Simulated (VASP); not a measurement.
## GeW (relaxed from the CsCl structure, space group Pm-3m): computed properties

Method: r2SCAN meta-GGA, VASP's PBE PAW potentials (set 64) (plane waves; VASP).

```
Quantity                                                                                               Result
----------------------------------  -------------------------------------------------------------------------
space group                                                                                       Pm-3m (221)
cell                                a = 3.112 Å, b = 3.112 Å, c = 3.112 Å, α = 90.00°, β = 90.00°, γ = 90.00°
volume per atom                                                                                15.07 Å^3/atom
band gap (over mesh and band path)                                   none (metal, semimetal or under 0.01 eV)
density                                                                                           14.13 g/cm³
```

```yaml
crystal:
  lattice:
    - [3.11182, 0.00000, 0.00000]
    - [0.00000, 3.11182, 0.00000]
    - [0.00000, 0.00000, 3.11182]
  atoms:
    - { symbol: W, position: [0.00000, 0.00000, 0.00000] }
    - { symbol: Ge, position: [0.50000, 0.50000, 0.50000] }
```

Unless said otherwise, spin-orbit coupling is left out, though it shifts the bands of the heavy elements here.

The structure was generated: GeW was put into the CsCl type (Pm-3m), which need not be its known phase. It was relaxed first, which changed the volume by -8 %. Symmetry was kept, so distortions that lower it aren't found.
